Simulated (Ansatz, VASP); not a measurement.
# Co2TeS: VASP beside Ansatz

Wanted: the spread between two codes on one cell, functional and k mesh. The cell is invented: As first built, before any earlier steps moved the atoms (in the runner's words): it takes the Mg2TeS structure with some of its atoms replaced by other elements, volume scaled by an estimate. It may not be a known or stable phase. The cell is taken from a series of runs on this material, whose earlier steps may have relaxed, scaled, displaced or heated it; both programs get it as it stands.

Calculated with Ansatz 0.2.0; plane waves, with VASP 6.6.1 beside it; single point at RPBE.

### 1. Set-up

The structure is trigonal, space group R3m (No. 160). The conventional cell has a = 3.757 Å, b = 3.757 Å, c = 17.932 Å, α = 90.00°, β = 90.00°, γ = 120.00°. Nearest to Te lie 4 Co at 2.47 to 2.56 Å. Nearest to Co lie 3 S at 2.17 Å and 1 Te at 2.56 Å. Nearest to Co lie 1 S at 2.12 Å and 3 Te at 2.47 Å. Nearest to S lie 4 Co at 2.12 to 2.17 Å. As first built, before any earlier steps moved the atoms (in the runner's words): sites of the Mg2TeS structure (space group 160) filled with other elements, volume scaled by an estimate. Farther neighbours and most contacts between anions are not listed.

### 2. Ansatz: single point, RPBE

Ansatz runs on its default PAW (the set named soft_2) files.

With cell and atoms fixed, the geometry can't cause a difference; cores, projectors, grids and the points listed under the comparison can.

File input.yaml:

```yaml
crystal:
  lattice:
    - [1.8784615242, 1.0845302393, 5.9772850919]
    - [-1.8784615242, 1.0845302393, 5.9772850919]
    - [0.0, -2.1690604786, 5.9772850919]
  atoms:
    - { symbol: Te, position: [0.8809363647, 0.8809363647, 0.8809363647], spin: -0.026 }
    - { symbol: Co, position: [0.0239557777, 0.0239557777, 0.0239557777], spin: 0.566 }
    - { symbol: Co, position: [0.4817333976, 0.4817333976, 0.4817333976], spin: 0.481 }
    - { symbol: S, position: [0.36337713, 0.36337713, 0.36337713], spin: 0.041 }
hamiltonian:
  xc: rpbe
  pseudopotentials: { kind: paw }
magnetization:
  spin_polarized: true
kpoints:
  mp_grid: { grid: [7, 7, 7] }
  band_path:
    path:
      - [0.0, 0.0, 0.0]
      - [0.13333, 0.0, 0.0]
      - [0.3, 0.0, 0.0]
      - [0.46667, 0.0, 0.0]
      - [0.5, 0.03772, -0.03772]
      - [0.5, 0.10059, -0.10059]
      - [0.5, 0.16347, -0.16347]
      - [0.76987, 0.5, 0.23013]
      - [0.66607, 0.5, 0.33393]
      - [0.56228, 0.5, 0.43772]
      - [0.46667, 0.46667, 0.46667]
      - [0.3, 0.3, 0.3]
      - [0.13333, 0.13333, 0.13333]
      - [0.0, 0.0, 0.0]
      - [0.11477, 0.0, -0.11477]
      - [0.20658, 0.0, -0.20658]
      - [0.32135, 0.0, -0.32135]
      - [0.62455, 0.37545, 0.0]
      - [0.57266, 0.42734, 0.0]
      - [0.52076, 0.47924, 0.0]
      - [0.52076, 0.52076, 0.02515]
      - [0.57266, 0.57266, 0.08802]
      - [0.62455, 0.62455, 0.15089]
      - [0.64531, 0.64531, 0.20937]
      - [0.59342, 0.59342, 0.31317]
      - [0.54152, 0.54152, 0.41696]
      - [0.5, 0.0, 0.0]
      - [0.6038, 0.11477, 0.11477]
      - [0.70759, 0.22954, 0.22954]
      - [0.81139, 0.34431, 0.34431]
    npoints: 1
scf:
  occupations: { method: fermi_dirac, width: 0.05 }
  n_extra_bands: 10
output:
  forces: true
  stress: true
  eigenvalues: true
```

Started as:

```
$ ansatz run input.yaml --threads 2 --pin off --max-ram 4608MiB --backend cpu --events-out ev --progress --plain --runs-dir out
```

Numbers of over 12 decimals in the logs are rounded to 6 here.

Log:

```text
basis.fft_grid_basis auto: the FFT boxes are laid along the combinations [[1, 0, -1], [0, 1, -1], [0, 0, 1]] of the cell's own vectors, 3.757, 3.757 and 6.359 Å long. The dense box has 27×27×45 points. Along the cell's own vectors, as sized, it would have 45×45×45, 2.78 times as many. Of the 6 symmetry operations that the crystal satisfies within crystal.symmetry.tolerance (time reversal apart; of a slab, those that  [...]
scf.n_extra_bands = 10 over 28 filled bands (N_el = 56.0): the run solves 38 bands
Engine: ansatz 0.2.0, aarch64-unknown-linux-gnu
Pseudopotentials: kind: paw
Pseudopotential: Te, paw, valence charge 16, recommended cutoff 420 eV (normal), Te.paw.azcp
Pseudopotential: Co, paw, valence charge 17, recommended cutoff 420 eV (normal), Co.paw.azcp
Pseudopotential: S, paw, valence charge 6, recommended cutoff 420 eV (normal), S.paw.azcp
Functional definition: RPBE
  parameter kappa = 0.804
  parameter beta = 0.066725
  exchange = rpbe_x(kappa = kappa, mu = beta*pi^2/3)
  correlation = pbe_c(beta = beta)
Crystal: 4 atoms, lattice volume = 73.063 Å³
Basis set: ecut = 420 eV, 1435 PW (Γ), FFT grids on a1−a3, a2−a3, a3, exchange–correlation on 54×54×90 points (8 copies of the dense FFT grid, shifted against one another)
Bands: 38, of which v1, the nominal top of the filled ones, is band 28 counted from 1 (27 counted from 0)
Symmetry: 6 space group operations
Space group: R3m (ITA 160), of the structure as read, at distance tolerance 4.2e-5 Å
Magnetic group: BNS 160.65 (UNI 1295), of the structure as read, at distance tolerance 4.2e-5 Å
k-points: 44 of 343 (time reversal used)
Non-local potential: Te, projectors of the file, l = 0: 2, l = 1: 2, l = 2: 2, l = 3: 2
Non-local potential: Co, projectors of the file, l = 0: 3, l = 1: 2, l = 2: 3, l = 3: 1
Non-local potential: S, projectors of the file, l = 0: 2, l = 1: 2, l = 2: 2
PAW form: soft (Blöchl's): semilocal exchange-correlation on the pseudo side does not see the compensation charge
PAW frozen core: Te, regenerated for the run's functional, and the local potential with it (the file was generated under x = pbe(κ = 0.804, μ = 0.219515), c = pbe(β = 0.066725))
PAW frozen core: Co, regenerated for the run's functional, and the local potential with it (the file was generated under x = pbe(κ = 0.804, μ = 0.219515), c = pbe(β = 0.066725))
PAW frozen core: S, regenerated for the run's functional, and the local potential with it (the file was generated under x = pbe(κ = 0.804, μ = 0.219515), c = pbe(β = 0.066725))
PAW one-centre angular grid: Te, 590 points (default); XC on 64 Gauss nodes
PAW one-centre angular grid: Co, 590 points (default); XC on 64 Gauss nodes
PAW one-centre angular grid: S, 110 points (default); XC on 64 Gauss nodes
Initial density: superposition of atomic densities (chi_scale 0.1, normalization cell, long waves kept (reshape's long-wave potential 0.08 eV rms))
Starting moments: Σ|m| = 1.114 μB on 4 of 4 sites
Initial wavefunctions: pseudopotential atomic-orbital guess
Functional: x = rpbe, c = pbe(β = 0.066725)
SCF iter   1: F=—  HF=-18152.425455 eV  |F-HF|=—  |Δ(HF+E_count)|=         —  Δρ=4.79e-2 (↑4.79e-2 ↓3.76e-2)  dr2=5.18e0  dr2_m=2.71e-1  M=1.299 μB ∫|m|=1.373 μB  β_m=0.30  ethr=3.10e-3  ⟨swp⟩=6.2  Hψ=13970  notcnv=0  defer=30
Mixer restart at iter 1: flushing history
preconditioner: auto → Kerker (q_TF=auto, 2.610 Å⁻¹)  [metal: Δε(μ)=0.009 eV  Ē_g=8.958 eV  σ=0.050 eV  W_gap=0.05  n_scr=28 (ndim 8)  ℏωp=23.8 eV  f_vac=0.000  D(μ)=4.12/eV (n_scr^D=36)]
spin=Collinear: Kerker preconditioning applied to the charge; magnetization (m = ρ↑ − ρ↓) channel mixes plain (no charge-response kernel on spin).
SCF iter   2: F=—  HF=-18154.772185 eV  |F-HF|=—  |Δ(HF+E_count)|=    2.35e0  Δρ=2.54e-2 (↑2.54e-2 ↓2.08e-2)  dr2=2.20e0  dr2_m=6.55e-2  M=1.221 μB ∫|m|=1.305 μB  β_m=0.46  ethr=3.10e-3  ⟨swp⟩=2.0  Hψ=5437  notcnv=0  defer=236
SCF iter   3: F=—  HF=-18156.604269 eV  |F-HF|=—  |Δ(HF+E_count)|=    1.83e0  Δρ=1.47e-2 (↑1.35e-2 ↓1.47e-2)  dr2=1.08e0  dr2_m=3.92e-3  M=1.114 μB ∫|m|=1.221 μB  β_m=0.52  ethr=3.10e-3  ⟨swp⟩=2.2  Hψ=4605  notcnv=0  defer=241
SCF iter   4: F=—  HF=-18156.818203 eV  |F-HF|=—  |Δ(HF+E_count)|=   2.14e-1  Δρ=1.26e-2 (↑8.74e-3 ↓1.26e-2)  dr2=2.34e-1  dr2_m=2.06e-2  M=1.067 μB ∫|m|=1.195 μB  β_m=0.71  ethr=1.93e-3  ⟨swp⟩=2.9  Hψ=5305  notcnv=0  defer=235
SCF iter   5: F=—  HF=-18156.857875 eV  |F-HF|=—  |Δ(HF+E_count)|=   3.97e-2  Δρ=1.27e-2 (↑1.27e-2 ↓1.16e-2)  dr2=2.15e-1  dr2_m=6.94e-3  M=1.088 μB ∫|m|=1.220 μB  β_m=0.65  ethr=4.18e-4  ⟨swp⟩=2.5  Hψ=5288  notcnv=0  defer=234
SCF iter   6: F=—  HF=-18156.871564 eV  |F-HF|=—  |Δ(HF+E_count)|=   1.37e-2  Δρ=5.40e-3 (↑1.64e-3 ↓5.40e-3)  dr2=3.33e-2  dr2_m=3.61e-3  M=1.099 μB ∫|m|=1.234 μB  β_m=0.72  ethr=3.84e-4  ⟨swp⟩=2.0  Hψ=5452  notcnv=0  defer=231
SCF iter   7: F=—  HF=-18156.872675 eV  |F-HF|=—  |Δ(HF+E_count)|=   1.11e-3  Δρ=3.10e-3 (↑3.10e-3 ↓1.53e-3)  dr2=1.27e-2  dr2_m=6.35e-4  M=1.115 μB ∫|m|=1.253 μB  β_m=0.86  ethr=5.94e-5  ⟨swp⟩=2.1  Hψ=6929  notcnv=0  defer=228
SCF iter   8: F=—  HF=-18156.875831 eV  |F-HF|=—  |Δ(HF+E_count)|=   3.16e-3  Δρ=1.38e-3 (↑1.38e-3 ↓5.55e-4)  dr2=2.29e-3  dr2_m=2.35e-4  M=1.111 μB ∫|m|=1.252 μB  β_m=0.89  ethr=2.27e-5  ⟨swp⟩=1.9  Hψ=3633  notcnv=0  defer=228
SCF iter   9: F=—  HF=-18156.876242 eV  |F-HF|=—  |Δ(HF+E_count)|=   4.11e-4  Δρ=8.72e-4 (↑4.62e-4 ↓8.72e-4)  dr2=5.16e-4  dr2_m=1.96e-4  M=1.106 μB ∫|m|=1.249 μB  β_m=0.94  ethr=4.08e-6  ⟨swp⟩=2.0  Hψ=4608  notcnv=0  defer=228
SCF iter  10: F=—  HF=-18156.876456 eV  |F-HF|=—  |Δ(HF+E_count)|=   2.14e-4  Δρ=1.03e-3 (↑1.03e-3 ↓9.85e-4)  dr2=1.99e-3  dr2_m=9.10e-6  M=1.102 μB ∫|m|=1.246 μB  β_m=0.91  ethr=9.22e-7  ⟨swp⟩=2.0  Hψ=5845  notcnv=0  defer=228  recentre
SCF iter  11: F=—  HF=-18156.876287 eV  |F-HF|=—  |Δ(HF+E_count)|=   1.69e-4  Δρ=3.00e-4 (↑2.67e-4 ↓3.00e-4)  dr2=5.62e-5  dr2_m=3.80e-5  M=1.104 μB ∫|m|=1.247 μB  β_m=0.95  ethr=9.22e-7  ⟨swp⟩=2.0  Hψ=5799  notcnv=0  defer=228
SCF iter  12: F=—  HF=-18156.876325 eV  |F-HF|=—  |Δ(HF+E_count)|=   3.78e-5  Δρ=1.81e-4 (↑1.81e-4 ↓5.89e-5)  dr2=4.50e-5  dr2_m=2.82e-6  M=1.102 μB ∫|m|=1.246 μB  β_m=0.85  ethr=1.00e-7  ⟨swp⟩=2.0  Hψ=4579  notcnv=0  defer=228
SCF iter  13: F=—  HF=-18156.876322 eV  |F-HF|=—  |Δ(HF+E_count)|=   2.79e-6  Δρ=4.18e-5 (↑1.53e-5 ↓4.18e-5)  dr2=1.54e-6  dr2_m=3.20e-7  M=1.102 μB ∫|m|=1.245 μB  β_m=0.93  ethr=8.03e-8  ⟨swp⟩=1.8  Hψ=3977  notcnv=0  defer=228
SCF iter  14: F=—  HF=-18156.876323 eV  |F-HF|=—  |Δ(HF+E_count)|=   7.30e-7  Δρ=4.09e-5 (↑8.05e-6 ↓4.09e-5)  dr2=1.07e-6  dr2_m=3.17e-7  M=1.101 μB ∫|m|=1.244 μB  β_m=0.96  ethr=2.76e-9  ⟨swp⟩=2.1  Hψ=3961  notcnv=0  defer=228
SCF iter  15: F=—  HF=-18156.876323 eV  |F-HF|=—  |Δ(HF+E_count)|=   1.28e-7  Δρ=6.14e-6 (↑5.87e-6 ↓6.14e-6)  dr2=8.80e-8  dr2_m=1.61e-9  M=1.101 μB ∫|m|=1.244 μB  β_m=0.98  ethr=1.90e-9  ⟨swp⟩=2.0  Hψ=4179  notcnv=0  defer=228
SCF iter  16: F=—  HF=-18156.876323 eV  |F-HF|=—  |Δ(HF+E_count)|=   3.31e-8  Δρ=7.77e-6 (↑6.13e-6 ↓7.77e-6)  dr2=1.24e-7  dr2_m=6.67e-10  M=1.101 μB ∫|m|=1.244 μB  β_m=0.99  ethr=1.57e-10  ⟨swp⟩=2.5  Hψ=4966  notcnv=0  defer=228
SCF iter  17: F=-18156.876323 eV  HF=-18156.876323 eV  |F-HF|=2.94e-8  |Δ(HF+E_count)|=   8.26e-9  Δρ=3.99e-6 (↑2.87e-6 ↓3.99e-6)  dr2=3.27e-8  dr2_m=2.42e-10  M=1.101 μB ∫|m|=1.244 μB  ethr=1.57e-10  ⟨swp⟩=9.5  Hψ=14001  notcnv=0
SCF 1 converged in 17 iterations: F = -18156.876323 eV  dr2 = 3.27e-8
  greatest PAW one-centre occupation: 1.001 electrons in one spin orbital (limit 2), on the Co atom at site 1 (counted from 0), in its partial waves of l = 1
NSCF: frozen V_eff on 30 k-points
SCF converged after 17 iterations
Magnetization: 1.1013 μB (28.5506 up, 27.4494 down)
Absolute magnetization: 1.2452 μB (∫|ρ↑−ρ↓|, with the PAW one-centre terms)
Spin contamination: 0.0263 ħ² per cell (⟨S²⟩ above its minimum at these occupations)
Per-site moments (μB) at R_I (Å): [(-0.019740, 1.018798), (0.510591, 0.895870), (0.542113, 0.875468), (0.032882, 0.875468)]
Free energy (F): -18156.876323 eV
Harris-Foulkes:  -18156.876323 eV  (|F-HF|=2.94e-8)
Internal energy: -18156.852020 eV  (E = F + TS)
E sigma→0 (E₀):  -18156.864171 eV
Entropy (-TS):   -0.024303 eV (-6.076 meV/atom)
Fermi energy:    11.643774 eV
--- Per-component energies (eV) ---
  E_band       = -920.092382
  E_kinetic    = 1196.168306
  E_local      = -8992.453574  (includes V_loc(G=0)·N_el)
  E_nonlocal   = 634.994641
  E_hartree    = 4107.668657
  E_xc         = -538.466424
  E_vxc        = -599.621822  (∫ρ·V_xc dr)
  E_paw        = -8322.797256  (= ΣΔE_a)
  E_vpaw       = -1374.516445  (= ΣTr[D̂ρ^β])
  E_aug_tail   = 0.000036  (compensation charges beyond the density's cutoff)
  E_ewald      = -6241.798212
  E_core_change = -0.168192  (= ΣΔE_core)
  E_smearing   = -0.024303  (= −TS)
  E_closure    = -0.000000  (closes the sum)
  Σ components = -18156.876323   (vs F -18156.876323, Δ=0.00e0)
--- Forces (eV/Å), atoms counted from 1 ---
  atom   1  Te    -0.00000000     0.00000000     0.05415514
  atom   2  Co     0.00000000     0.00000000    -0.00786906
  atom   3  Co     0.00000000     0.00000000    -0.03208392
  atom   4  S      0.00000000     0.00000000    -0.01423527
  max |Σ_I F_I| component: 3.31e-5 eV/Å
--- Stress (GPa, compression-positive) ---
        0.390258      -0.000000       0.000000
       -0.000000       0.390258       0.000000
        0.000000       0.000000       0.389923
  P = ⅓ Tr σ = 0.3901 GPa (3.901 kbar)
--- Band table (eV; the first three rows and the last of 88) ---
  k-point 0 ↑: bands = [... 24 lower, 10.1928, 10.1928, 12.6531, 12.6531, 12.8426, 13.9605, 13.9605, 15.2084, ... 6 higher]
  k-point 1 ↑: bands = [... 24 lower, 10.2360, 10.3295, 11.6156, 12.3623, 12.8493, 13.1011, 13.4011, 15.8615, ... 6 higher]
  k-point 2 ↑: bands = [... 24 lower, 10.2939, 10.4697, 10.7954, 11.6437, 11.7356, 12.5517, 12.6090, 16.3421, ... 6 higher]
  k-point 43 ↓: bands = [... 24 lower, 10.6595, 10.9564, 12.0633, 12.6510, 12.8720, 13.2845, 13.6446, 16.5380, ... 6 higher]
```

[end of part 1 of 2]

[Lines on the potential files, build, host, timing and source positions are cut from VASP's logs without a mark.]

[Logs are printed without paths, hosts, clocks, repeated set-up lines and the standing remarks that a program may print on its own settings, such as how far it seeks lower states.]

[Hosts, paths, dates, database ids (printed as entryN), source tags and the programs' standing remarks are cut or masked in the printed files.]
